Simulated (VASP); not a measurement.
Input:

```
CELL_PARAMETERS angstrom
      3.88444     0.00000     0.00000
      0.00000     3.88444     0.00000
      0.00000     0.00000     6.20910
ATOMIC_POSITIONS crystal
  Sn 0.50000 0.00000 0.36969
  Sn 0.00000 0.50000 0.63031
  Ge 0.00000 0.00000 0.00000
  Ge 0.50000 0.50000 0.00000
```

These are PBEsol GGA, VASP's PBE PAW potentials (set 64) (plane waves; VASP) values and carry that method's errors. Numerical set-up: 400 eV cut-off, Gaussian smearing of 0.050 eV, potentials Sn_d Ge_d.

Unless said otherwise, spin-orbit coupling is left out, though it shifts the bands of the heavy elements here.

Q: Estimate the band gap (along the path) with the smallest direct gap where there is one.

A: 
* **band gap (along the path)**: none (metal, semimetal or under 0.01 eV)

The structure was generated: SnGe was put into the litharge type (P4/nmm), which need not be its known phase. It was relaxed first, which changed the volume by -41 %.
